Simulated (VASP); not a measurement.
# SnGe18H3 in VASP: relaxation of the atoms with PBE

Aim: the relaxation of the atoms of SnGe18H3 with PBE.

All numbers are computed with VASP 6.6.1; they aren't measurements. Logs are shortened: lines on timing, memory, paths and dates and some standing lists are left out, and cuts for length are marked.

## (1) The structure

The cell holds a slab with vacuum, 66 atoms: a = 12.223 Å, b = 12.223 Å, c = 22.045 Å, α = 90.00°, β = 90.00°, γ = 120.00°.

## (2) Relaxation of the atoms, PBE

Input file INCAR:

```
SYSTEM = SnGe18H3
ALGO = Normal
EDIFF = 1E-6
EDIFFG = -0.01
ENCUT = 300
GGA = PE
IBRION = 2
ISIF = 2
ISMEAR = 0
KPAR = 2
LASPH = .TRUE.
LCHARG = .FALSE.
LREAL = .FALSE.
LWAVE = .FALSE.
NELM = 80
NSW = 40
PREC = Accurate
SIGMA = 0.03
```

Input file KPOINTS:

```
k-points
0
G
  3 3 1
  0 0 0
```

Input file POSCAR:

```
SnGe18H3
1.0
   12.2230478200      0.0000000000      0.0000000000
   -6.1115239100     10.5854699200      0.0000000000
    0.0000000000      0.0000000000     22.0450575600
Ge H Sn
54 9 3
Selective dynamics
Direct
    0.0075575300      0.0151150600      0.7051493300  T T T
    0.0075575300      0.3257758000      0.7051493300  T T T
   -0.0151150600      0.6591091400      0.7051493300  T T T
    0.3408908600     -0.0075575300      0.7051493300  T T T
    0.3182182700      0.3257758000      0.7051493300  T T T
    0.3408908600      0.6817817300      0.7051493300  T T T
    0.6515516100     -0.0075575300      0.7051493300  T T T
    0.6742242000      0.3484483900      0.7051493300  T T T
    0.6742242000      0.6591091400      0.7051493300  T T T
    0.1111111100      0.2222222200      0.6470105300  T T T
    0.1111111100      0.5555555600      0.6674232700  T T T
    0.1111111100      0.8888888900      0.6674232700  T T T
    0.4444444400      0.2222222200      0.6674232700  T T T
    0.4444444400      0.5555555600      0.6674232700  T T T
    0.4444444400      0.8888888900      0.6470105300  T T T
    0.7777777800      0.2222222200      0.6674232700  T T T
    0.7777777800      0.5555555600      0.6470105300  T T T
    0.7777777800      0.8888888900      0.6674232700  T T T
    0.1111111100      0.2222222200      0.5542451100  T T T
    0.1111111100      0.5555555600      0.5542451100  T T T
    0.1111111100      0.8888888900      0.5542451100  T T T
    0.4444444400      0.2222222200      0.5542451100  T T T
    0.4444444400      0.5555555600      0.5542451100  T T T
    0.4444444400      0.8888888900      0.5542451100  T T T
    0.7777777800      0.2222222200      0.5542451100  T T T
    0.7777777800      0.5555555600      0.5542451100  T T T
    0.7777777800      0.8888888900      0.5542451100  T T T
    0.2222222200      0.1111111100      0.5165190500  T T T
    0.2222222200      0.4444444400      0.5165190500  T T T
    0.2222222200      0.7777777800      0.5165190500  T T T
    0.5555555600      0.1111111100      0.5165190500  T T T
    0.5555555600      0.4444444400      0.5165190500  T T T
    0.5555555600      0.7777777800      0.5165190500  T T T
    0.8888888900      0.1111111100      0.5165190500  T T T
    0.8888888900      0.4444444400      0.5165190500  T T T
    0.8888888900      0.7777777800      0.5165190500  T T T
    0.2222222200      0.1111111100      0.4033408900  F F F
    0.2222222200      0.4444444400      0.4033408900  F F F
    0.2222222200      0.7777777800      0.4033408900  F F F
    0.5555555600      0.1111111100      0.4033408900  F F F
    0.5555555600      0.4444444400      0.4033408900  F F F
    0.5555555600      0.7777777800      0.4033408900  F F F
    0.8888888900      0.1111111100      0.4033408900  F F F
    0.8888888900      0.4444444400      0.4033408900  F F F
    0.8888888900      0.7777777800      0.4033408900  F F F
    0.0000000000      0.0000000000      0.3656148300  F F F
    0.0000000000      0.3333333300      0.3656148300  F F F
    0.0000000000      0.6666666700      0.3656148300  F F F
    0.3333333300      0.0000000000      0.3656148300  F F F
    0.3333333300      0.3333333300      0.3656148300  F F F
    0.3333333300      0.6666666700      0.3656148300  F F F
    0.6666666700      0.0000000000      0.3656148300  F F F
    0.6666666700      0.3333333300      0.3656148300  F F F
    0.6666666700      0.6666666700      0.3656148300  F F F
    0.0000000000      0.0000000000      0.2948506700  F F F
    0.0000000000      0.3333333300      0.2948506700  F F F
    0.0000000000      0.6666666700      0.2948506700  F F F
    0.3333333300      0.0000000000      0.2948506700  F F F
    0.3333333300      0.3333333300      0.2948506700  F F F
    0.3333333300      0.6666666700      0.2948506700  F F F
    0.6666666700      0.0000000000      0.2948506700  F F F
    0.6666666700      0.3333333300      0.2948506700  F F F
    0.6666666700      0.6666666700      0.2948506700  F F F
    0.1111111100      0.2222222200      0.7768207200  T T T
    0.4444444400      0.8888888900      0.7922436800  T T T
    0.7777777800      0.5555555600      0.7922436800  T T T
```

Potentials or basis: VASP PAW PBE potentials, release 64 (Ge, H, Sn).

Command:

```
cat potpaw_PBE.64/Ge/POTCAR potpaw_PBE.64/H/POTCAR potpaw_PBE.64/Sn/POTCAR > POTCAR
mpirun -np 8 vasp_std > vasp.out
```

OUTCAR:

```text
SYSTEM = SnGe18H3
   EDIFF = 1E-6
   EDIFFG = -0.01
   ENCUT = 300
   GGA = PE
   IBRION = 2
   ISIF = 2
   ISMEAR = 0
   LASPH = .TRUE.
   LREAL = .FALSE.
   NELM = 80
   NSW = 40
   PREC = Accurate

 ion  position               nearest neighbor table
   1  0.008  0.015  0.705-  10 2.54  18 2.57  12 2.57  64 2.70
   2  0.008  0.326  0.705-  10 2.54  16 2.57  11 2.57  64 2.70
   3  0.985  0.659  0.705-  17 2.54  12 2.57  11 2.57  66 2.91
   4  0.341  0.992  0.705-  15 2.54  13 2.57  12 2.57  65 2.91
   5  0.318  0.326  0.705-  10 2.54  13 2.57  14 2.57  64 2.70
   6  0.341  0.682  0.705-  15 2.54  14 2.57  11 2.57  65 2.91
   7  0.652  0.992  0.705-  15 2.54  16 2.57  18 2.57  65 2.91
   8  0.674  0.348  0.705-  17 2.54  16 2.57  13 2.57  66 2.91
   9  0.674  0.659  0.705-  17 2.54  18 2.57  14 2.57  66 2.91
  10  0.111  0.222  0.647-  19 2.05   1 2.54   5 2.54   2 2.54  64 2.86
  11  0.111  0.556  0.667-  20 2.50   6 2.57   3 2.57   2 2.57
  12  0.111  0.889  0.667-  21 2.50   3 2.57   1 2.57   4 2.57
  13  0.444  0.222  0.667-  22 2.50   4 2.57   5 2.57   8 2.57
  14  0.444  0.556  0.667-  23 2.50   6 2.57   5 2.57   9 2.57
  15  0.444  0.889  0.647-  24 2.05   6 2.54   4 2.54   7 2.54  65 3.20
  16  0.778  0.222  0.667-  25 2.50   7 2.57   8 2.57   2 2.57
  17  0.778  0.556  0.647-  26 2.05   9 2.54   3 2.54   8 2.54  66 3.20
[... 35 lines left out ...]
  53  0.667  0.333  0.366-  62 1.56  40 2.50  41 2.50  44 2.50
  54  0.667  0.667  0.366-  63 1.56  45 2.50  42 2.50  41 2.50
  55  0.000  0.000  0.295-  46 1.56
  56  0.000  0.333  0.295-  47 1.56
  57  0.000  0.667  0.295-  48 1.56
  58  0.333  0.000  0.295-  49 1.56
  59  0.333  0.333  0.295-  50 1.56
  60  0.333  0.667  0.295-  51 1.56
  61  0.667  0.000  0.295-  52 1.56
  62  0.667  0.333  0.295-  53 1.56
  63  0.667  0.667  0.295-  54 1.56
  64  0.111  0.222  0.777-   1 2.70   5 2.70   2 2.70  10 2.86
  65  0.444  0.889  0.792-   6 2.91   4 2.91   7 2.91  15 3.20
  66  0.778  0.556  0.792-   3 2.91   9 2.91   8 2.91  17 3.20

  LATTYP: Found a hexagonal cell.
 ALAT       =    12.2230478200
 C/A-ratio  =     1.8035646988

  Lattice vectors:

 A1 = (  12.2230478200,   0.0000000000,   0.0000000000)
 A2 = (  -6.1115239100,  10.5854699200,   0.0000000000)
 A3 = (   0.0000000000,   0.0000000000,  22.0450575600)

Analysis of symmetry for initial positions (statically):
=====================================================================
 Subroutine PRICEL returns:
 Original cell was already a primitive cell.

 Routine SETGRP: Setting up the symmetry group for a
 hexagonal supercell.

 Subroutine GETGRP returns: Found  6 space group operations
 (whereof  2 operations were pure point group operations)
 out of a pool of 24 trial point group operations.

The static configuration has the point symmetry C_1h.
 The point group associated with its full space group is C_3v.

Analysis of symmetry for dynamics (positions and initial velocities):
=====================================================================
 Subroutine PRICEL returns:
 Original cell was already a primitive cell.

 Routine SETGRP: Setting up the symmetry group for a
 hexagonal supercell.

 Subroutine GETGRP returns: Found  6 space group operations
 (whereof  2 operations were pure point group operations)
 out of a pool of 24 trial point group operations.

The dynamic configuration has the point symmetry C_1h.
 The point group associated with its full space group is C_3v.

Analysis of constrained symmetry for selective dynamics:
=====================================================================
 Subroutine PRICEL returns:
 Original cell was already a primitive cell.

 Routine SETGRP: Setting up the symmetry group for a
 hexagonal supercell.

 Subroutine GETGRP returns: Found  6 space group operations
[... 198 lines left out ...]
   NGX,Y,Z   is equivalent  to a cutoff of   9.52,  9.52,  9.50 a.u.
   NGXF,Y,Z  is equivalent  to a cutoff of  19.04, 19.04, 19.00 a.u.
 SYSTEM =  SnGe18H3
   PREC   = accura    normal or accurate (medium, high low for compatibility)
   ISTART =      0    job   : 0-new  1-cont  2-samecut
   ICHARG =      2    charge: 1-file 2-atom 10-const
   ISPIN  =      1    spin polarized calculation?
   LNONCOLLINEAR =      F non collinear calculations
   LSORBIT =      F    spin-orbit coupling
   LASPH  =      T    aspherical Exc in radial PAW
   ENCUT  =  300.0 eV  22.05 Ry    4.70 a.u.  17.26 17.26 31.13*2*pi/ulx,y,z
   NELM   =     80;   NELMIN=  2; NELMDL= -5     # of ELM steps
   EDIFF  = 0.1E-05   stopping-criterion for ELM
   LREAL  =      F    real-space projection
   EDIFFG = -.1E-01   stopping-criterion for IOM
   NSW    =     40    number of steps for IOM
   IBRION =      2    ionic relax: 0-MD 1-quasi-New 2-CG
   NFREE  =      1    steps in history (QN), initial steepest desc. (CG)
   ISIF   =      2    stress and relaxation
   ISYM   =      2    0-nonsym 1-usesym 2-fastsym
   POTIM  = 0.5000    time-step for ionic-motion
   TEBEG  =    0.0;   TEEND  =   0.0 temperature during run
   PSTRESS=    0.0 pullay stress
   NELECT =     237.0000    total number of electrons
   NUPDOWN=      -1.0000    fix difference up-down
   EMIN   =  10.00;   EMAX   =-10.00  energy-range for DOS
   EFERMI =   0.00;   METHOD = LEGACY
   ISMEAR =     0;   SIGMA  =   0.03  broadening in eV -4-tet -1-fermi 0-gaus
   EFERMI_NEDOS =   21; number of points for ismear=-14 and -15
   IALGO  =     38    algorithm
   IMIX   =      4    mixing-type and parameters
     AMIX     =   0.40;   BMIX     =  1.00
     AMIX_MAG =   1.60;   BMIX_MAG =  1.00
  volume/ion in A,a.u.               =      43.22       291.64
  Fermi-wavevector in a.u.,A,eV,Ry     =   0.714371  1.349966  6.943411  0.510326
  Thomas-Fermi vector in A             =   1.802254
   LORBIT       =      0    0 simple, 1 ext, 2 COOP (PROOUT), +10 PAW based schemes
   GGA     = PE    functional components
   LHFCALC =     F    Hartree Fock is set to
   AEXX    =    0.0000 exact exchange contribution
   IVDW    =     0    specifies the selected vdW correction
   LEPSILON=     F    determine dielectric tensor
   LRPA    =     F    only Hartree local field effects (RPA)
 conjugate gradient relaxation of ions
 non-spin polarized calculation
 Gauss-broadening in eV      SIGMA  =   0.03
  energy-cutoff  :      300.00
  volume of cell :     2852.34
 maximum number of plane-waves:     33675
 NGX is ok and might be reduce to    70
   NGX = 35   NGY = 35   NGZ = 63

--------------------------------------- Ionic step        1  -------------------------------------------

 number of electron     236.9999990 magnetization

 Free energy of the ion-electron system (eV)
  ---------------------------------------------------
  ext. energy  EPLUGINS =         0.00000000
  ---------------------------------------------------
  free energy    TOTEN  =      -272.28652445 eV

  energy without entropy =     -272.26963155  energy(sigma->0) =     -272.27807800

------------------------ aborting loop because EDIFF is reached ----------------------------------------

  FORCE on cell =-STRESS in cart. coord.  units (eV):
  Direction    XX          YY          ZZ          XY          YZ          ZX
  --------------------------------------------------------------------------------------
  -------------------------------------------------------------------------------------
  Total      -10.0438507    -10.0438507     45.5767591      0.0000000     -0.0000000     -0.0000000
  in kB       -5.6416994     -5.6416994     25.6007761      0.0000000     -0.0000000     -0.0000000
  external PRESSURE =       4.7724591 kB  Pullay stress =       0.0000000 kB
[... 281 lines left out ...]
  FREE ENERGIE OF THE ION-ELECTRON SYSTEM (eV)
  ---------------------------------------------------
  free  energy   TOTEN  =      -275.2465871464 eV

  energy  without entropy=     -275.2369685350  energy(sigma->0) =     -275.24177784

[... ionic steps 4 to 26 ...]

--------------------------------------- Ionic step       27  -------------------------------------------

 number of electron     236.9999997 magnetization

------------------------ aborting loop because EDIFF is reached ----------------------------------------
[... 195 lines left out ...]
--------------------------------------- Ionic step       29  -------------------------------------------

 number of electron     236.9999997 magnetization

 Free energy of the ion-electron system (eV)
  ---------------------------------------------------
  ext. energy  EPLUGINS =         0.00000000
  ---------------------------------------------------
  free energy    TOTEN  =      -275.92148460 eV

  energy without entropy =     -275.91726802  energy(sigma->0) =     -275.91937631

 E-fermi :  -0.6050     XC(G=0):  -5.1397

 val. band max:       -0.6518623783   @ k =   0.3333  -0.0000   0.0000
 cond. band min:      -0.5932867893   @ k =   0.0000   0.0000   0.0000
 fundamental gap:      0.0585755890
 Fermi energy:        -0.6049809037

 k-point     1 :       0.0000    0.0000    0.0000
  band No.  band energies     occupation
      1     -12.5660      2.00000
      2     -11.9773      2.00000
      3     -11.6319      2.00000
      4     -11.6174      2.00000
      5     -11.4298      2.00000
      6     -11.4298      2.00000
[... 388 lines left out ...]
    129       1.1890      0.00000
    130       1.3321      0.00000
 [bands above 130 left out]

------------------------ aborting loop because EDIFF is reached ----------------------------------------

  FORCE on cell =-STRESS in cart. coord.  units (eV):
  Direction    XX          YY          ZZ          XY          YZ          ZX
  --------------------------------------------------------------------------------------
  -------------------------------------------------------------------------------------
  Total       -7.6793458     -7.6793458     -0.4830891      0.0000000      0.0000000      0.0000000
  in kB       -4.3135409     -4.3135409     -0.2713544      0.0000000      0.0000000      0.0000000
  external PRESSURE =      -2.9661454 kB  Pullay stress =       0.0000000 kB
[... 81 lines left out ...]
  FREE ENERGIE OF THE ION-ELECTRON SYSTEM (eV)
  ---------------------------------------------------
  free  energy   TOTEN  =      -275.9214846033 eV

  energy  without entropy=     -275.9172680154  energy(sigma->0) =     -275.91937631

 reached required accuracy - stopping structural energy minimisation
```

Wall time 2.1 h (8 MPI ranks of Intel Xeon Platinum 8488C (Sapphire Rapids), shared host); peak memory 0.63 GiB.

Results:

* Free energy: -275.9215 eV
* Energy gained by relaxing: 55.1 meV/atom
* Ionic steps: 29
* Band gap on the k mesh: none (metal or under the smearing width)

The path:
```
step  energy change (eV)  largest force (eV/Å)  pressure (GPa)
   1              0.0000                6.9190            0.48
   2             -1.8484                3.8503            0.33
   3             -2.9601                1.5362            0.14
   4             -2.9608                1.5428            0.14
   5             -3.2945                0.5776            0.02
   6             -3.3841                0.5029           -0.05
   7             -3.4614                0.4284           -0.08
   8             -3.4859                0.5320           -0.09
   9             -3.5401                0.4157           -0.11
  10             -3.5665                0.3894           -0.12
  11             -3.6024                0.3796           -0.15
  12             -3.6089                0.3792           -0.17
  13             -3.6223                0.3815           -0.19
  14             -3.6223                0.3814           -0.19
  15             -3.6250                0.3804           -0.20
  16             -3.6255                0.3797           -0.21
  17             -3.6273                0.3782           -0.22
  18             -3.6284                0.3763           -0.23
  19             -3.6301                0.3755           -0.24
  20             -3.6312                0.3742           -0.26
  21             -3.6327                0.3742           -0.27
  22             -3.6330                0.3743           -0.28
  23             -3.6340                0.3751           -0.29
  24             -3.6342                0.3757           -0.29
  25             -3.6347                0.3768           -0.29
  26             -3.6347                0.3768           -0.29
  27             -3.6349                0.3772           -0.30
  28             -3.6349                0.3773           -0.30
  29             -3.6350                0.3774           -0.30
```

Final structure:
```xyz
66
Lattice="12.2230 0.0000 0.0000 -6.1115 10.5855 0.0000 0.0000 0.0000 22.0451" Properties=species:S:1:pos:R:3 pbc="T T T"
Ge    0.0000    0.1589   15.5925
Ge   -1.8995    3.4490   15.5925
Ge    7.9999    6.9711   15.6206
Ge   -1.8876   10.4991   15.6211
Ge    1.8995    3.4490   15.5925
Ge    0.0000    7.2297   15.6211
Ge    1.8876   10.4991   15.6211
Ge    6.1115    3.7003   15.6206
Ge    4.2232    6.9711   15.6206
Ge    0.0000    2.3523   14.3642
Ge   -2.0376    5.8901   14.9056
Ge   -4.0665    9.4043   14.9056
Ge    4.0826    2.3480   14.9056
Ge    2.0376    5.8901   14.9056
Ge    0.0000    9.4093   14.3729
Ge    8.1404    2.3480   14.9056
Ge    6.1115    5.8808   14.3735
Ge    4.0665    9.4043   14.9056
Ge    0.0000    2.3523   11.9202
Ge   -2.0390    5.8817   12.3428
Ge   -4.0745    9.4073   12.3428
Ge    4.0760    2.3535   12.3428
Ge    2.0390    5.8817   12.3428
Ge    0.0000    9.4093   11.9359
Ge    8.1470    2.3535   12.3428
Ge    6.1115    5.8808   11.9376
Ge    4.0745    9.4073   12.3428
Ge    2.0942    1.1432   11.3848
Ge    0.0000    4.7705   11.3848
Ge   -2.0892    8.2031   11.3823
Ge    6.1115    1.2362   11.3823
Ge    4.0223    4.6746   11.3833
Ge    2.0892    8.2031   11.3823
Ge   10.1288    1.1432   11.3848
Ge    8.2007    4.6746   11.3833
Ge    6.1115    8.2932   11.3833
Ge    2.0372    1.1762    8.8917
Ge    0.0000    4.7047    8.8917
Ge   -2.0372    8.2331    8.8917
Ge    6.1115    1.1762    8.8917
Ge    4.0743    4.7047    8.8917
Ge    2.0372    8.2331    8.8917
Ge   10.1859    1.1762    8.8917
Ge    8.1487    4.7047    8.8917
Ge    6.1115    8.2331    8.8917
Ge    0.0000    0.0000    8.0600
Ge   -2.0372    3.5285    8.0600
Ge   -4.0743    7.0570    8.0600
Ge    4.0743    0.0000    8.0600
Ge    2.0372    3.5285    8.0600
Ge    0.0000    7.0570    8.0600
Ge    8.1487    0.0000    8.0600
Ge    6.1115    3.5285    8.0600
Ge    4.0743    7.0570    8.0600
H     0.0000    0.0000    6.5000
H    -2.0372    3.5285    6.5000
H    -4.0743    7.0570    6.5000
H     4.0743    0.0000    6.5000
H     2.0372    3.5285    6.5000
H     0.0000    7.0570    6.5000
H     8.1487    0.0000    6.5000
H     6.1115    3.5285    6.5000
H     4.0743    7.0570    6.5000
Sn    0.0000    2.3523   17.4129
Sn    0.0000    9.4093   17.4691
Sn    6.1115    5.8808   17.4677
```

Caveat: the cutoff is under 1.25 times the usual one of these potentials, so pressure, stress and relaxed cells hold a basis-set (Pulay) error.
